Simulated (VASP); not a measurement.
Consider the following.

```xyz
2
Lattice="0.0000 3.3164 3.3164 3.3164 0.0000 3.3164 3.3164 3.3164 0.0000" Properties=species:S:1:pos:R:3 pbc="T T T"
In     0.0000     0.0000     0.0000
Sb     1.6582     1.6582     1.6582
```

Calculation: PBE GGA, VASP's PBE PAW potentials (set 64) (plane waves; VASP 6.6.1). Settings: 400 eV cut-off, Gaussian smearing of 0.050 eV, potentials In_d Sb.

**Question.** Give the energies of bands 7 to 12 at the high-symmetry points, in eV from the Fermi level.

**Answer.** 
```
band      Γ      X      U      L      W
----  -----  -----  -----  -----  -----
7     -0.58  -5.63  -5.51  -5.31  -5.53
8      0.00  -2.04  -2.81  -0.90  -2.58
9      0.00  -2.04  -1.73  -0.90  -2.45
10     0.00   1.36   1.65   0.42   3.26
11     2.96   1.47   3.59   3.80   3.97
12     2.96   7.74   6.02   3.80   4.08
```

It has no gap at this level: it comes out as a metal or semimetal.

The compound is InSb in the zinc blende structure. It was relaxed first, which changed the volume by +7 %.
